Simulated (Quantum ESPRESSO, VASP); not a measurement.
## One structure in several programs: ZrC (Fm-3m, 2 atoms in the cell)

Self-consistent single point.

```xyz
2
Lattice="0.0000 2.3089 2.3089 2.3089 0.0000 2.3089 2.3089 2.3089 0.0000" Properties=species:S:1:pos:R:3 pbc="T T T"
Zr     0.0000     0.0000     0.0000
C      2.3089     2.3089     2.3089
```

All programs got the same cell, k-point mesh and kind of occupations (in VASP's words: KPOINTS grid = 10 10 10; KPOINTS shift = 0 0 0; ISMEAR = 0; SIGMA = 0.2 eV); potentials, basis and cutoffs are each program's usual ones.

| code | model | pressure (GPa) | cutoff |
|---|---|---|---|
| VASP | PBE, VASP's PBE PAW potentials (set 64) | 13.94 | 400 eV |
| Quantum ESPRESSO | PBE, PSlibrary ultrasoft (PBE) pseudopotentials | 14.65 | 55 Ry |

The spread over the programs that give each value: pressure within 0.71 GPa.

The starting cell has typed, rounded lattice constants, without a prior relaxation at this level. Its lattice was rescaled by a random factor within 2.5 % of one. On VASP's run: With a pressure of about 14 GPa the cell is away from its equilibrium volume at this level.

Task: Why do the programs differ, and what cannot be compared?

Result: Differences of this kind can come from the potentials, where these differ, and from what each basis and cutoff leave unconverged. The zero of total energies and Fermi levels follows the potentials and each program's conventions, so they are not compared here.

VASP's run is marked for a possible Pulay error in its stress at this cutoff; no cutoff test was made.

Left out of this page: Ansatz, ABINIT, GPAW, Elk, FLEUR and SIESTA (not drawn, or without a comparable value).
